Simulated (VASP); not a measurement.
Zn₃CdSe₄ (space group P-43m): the band gap from VASP (plane waves, PAW) at several levels of theory. Gaps are without spin-orbit coupling. Each level names its cell: its own relaxed one, PBE's, or the starting one. A gap is the smallest over the k-mesh and a band path; hybrids may have named points in place of the path, and GW has the mesh alone.  mBJ is a potential without an energy functional, so only the levels count.

```json
[
 {"level": "PBEsol (own cell)", "band gap (eV)": "0.98"},
 {"level": "r2SCAN (own cell)", "band gap (eV)": "1.59"},
 {"level": "mBJ (TB09) (PBE cell)", "band gap (eV)": "2.38"}
]
```

The cell of the PBEsol (own cell) run:

```yaml
crystal:
  lattice:
    - [5.74823, 0.00000, 0.00000]
    - [0.00000, 5.74823, 0.00000]
    - [0.00000, 0.00000, 5.74823]
  atoms:
    - { symbol: Zn, position: [0.00000, 0.50000, 0.50000] }
    - { symbol: Zn, position: [0.50000, 0.00000, 0.50000] }
    - { symbol: Zn, position: [0.50000, 0.50000, 0.00000] }
    - { symbol: Cd, position: [0.00000, 0.00000, 0.00000] }
    - { symbol: Se, position: [0.73854, 0.73854, 0.26146] }
    - { symbol: Se, position: [0.73854, 0.26146, 0.73854] }
    - { symbol: Se, position: [0.26146, 0.26146, 0.26146] }
    - { symbol: Se, position: [0.26146, 0.73854, 0.73854] }
```

Only levels that ran to the end are used. Left out are those held back, those with too coarse a band path, GW runs whose mesh misses a band edge, hybrids' fits of cells that aren't cubic and levels without matching references; a question may draw on a part of the rest.

The structure comes from a computed database's Zn3CdSe4 entry (P-43m); how it stands against other phases isn't given here.
